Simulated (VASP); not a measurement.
Given:

```xyz
2
Lattice="0.0000 3.0092 3.0092 3.0092 0.0000 3.0092 3.0092 3.0092 0.0000" Properties=species:S:1:pos:R:3 pbc="T T T"
La     0.0000     0.0000     0.0000
Se     3.0092     3.0092     3.0092
```

These are PBEsol GGA, VASP's PBE PAW potentials (set 64) (plane waves; VASP) values and carry that method's errors. Run with 400 eV cut-off, Gaussian smearing of 0.050 eV, potentials La Se.

**Question.** Predict the band gap (along the path) with the smallest direct gap where there is one.

**Answer.** 
The band gap (along the path) is none (metal, semimetal or under 0.01 eV).

The absolute energy has meaning only against runs of the same code, potentials and settings.

The structure was generated: LaSe was put into the rock salt type (Fm-3m), which need not be its known phase. It was relaxed first, which changed the volume by -38 %. The electron count is odd and the run is not spin-polarised, which forces a metal.
